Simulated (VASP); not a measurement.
A run of VASP 6.6.1 is set up as follows.

Contents of INCAR:

```
PREC = Accurate
ENCUT = 600
EDIFF = 1E-7
ISMEAR = 0
SIGMA = 0.1
LREAL = F
LASPH = T
NELM = 60
ALGO = Normal
ISIF = 3
LWAVE = F
LCHARG = F
GGA = PE
IBRION = 2
NSW = 90
EDIFFG = -0.04
```

KPOINTS

```
regular mesh
0
Gamma
  6 6 6
```

POSCAR

```
GaB4
1.0
    3.5085679100      0.0000000000      0.0000000000
    0.0000000000      3.5085679100      0.0000000000
    0.0000000000      0.0000000000      3.5085679100
Ga B
1 4
Direct
    0.5000000000      0.5000000000      0.5000000000
    0.8378571700      0.8378571700      0.8378571700
    0.1621428300      0.1621428300      0.8378571700
    0.1621428300      0.8378571700      0.1621428300
    0.8378571700      0.1621428300      0.1621428300
```

Potentials or basis: VASP PAW PBE potentials, release 64 (Ga_d, B).

Command:

```bash
$ cat potpaw_PBE.64/Ga_d/POTCAR potpaw_PBE.64/B/POTCAR > POTCAR
$ mpirun -np 1 vasp_std > vasp.out
```

What does it give for the relaxed volume?

10.38 Å³/atom.

Predict the relaxed cell.

a = 3.730 Å, b = 3.730 Å, c = 3.730 Å, α = 90.00°, β = 90.00°, γ = 90.00°.

Step by step:
```tsv
step	energy change (eV)	largest force (eV/Å)	pressure (GPa)	volume (Å³)
1	0.0000	2.5296	36.38	43.19
2	0.0588	2.7937	-12.49	56.65
3	-0.7573	1.2543	5.99	48.77
4	-0.7582	1.2054	6.46	48.64
5	-0.9152	0.1800	-1.66	52.46
6	-0.9154	0.2167	-1.39	52.30
7	-0.9178	0.1510	0.93	51.60
8	-0.9195	0.0018	-0.01	51.88
```

Caveat: the volume moved by over 15 % at a fixed basis, so the end points are rough.
